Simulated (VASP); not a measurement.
Here is the system:

```
CELL_PARAMETERS angstrom
      1.55594    -2.69497     0.00000
      1.55594     2.69497     0.00000
      0.00000     0.00000     5.10811
ATOMIC_POSITIONS crystal
  Si 0.66667 0.33333 0.49963
  Si 0.33333 0.66667 0.99963
  C  0.66667 0.33333 0.87537
  C  0.33333 0.66667 0.37537
```

The numbers are results of TPSS meta-GGA, VASP's PBE PAW potentials (set 64) (plane waves; VASP), not measurements. Settings: 520 eV cut-off, 8×8×5 Γ-centred mesh, Gaussian smearing of 0.050 eV, potentials Si C.

### Question
Give the stress tensor in GPa (positive for a compressed cell).

### Answer

```
-6.14   0.00   0.00
 0.00  -6.14   0.00
 0.00   0.00  -6.00
```
The pressure is its mean diagonal, -6.10 GPa.

The compound is SiC in the wurtzite structure, the rare 2H polytype. This cell is one point of a volume scan, at 1.03 of the reference volume.
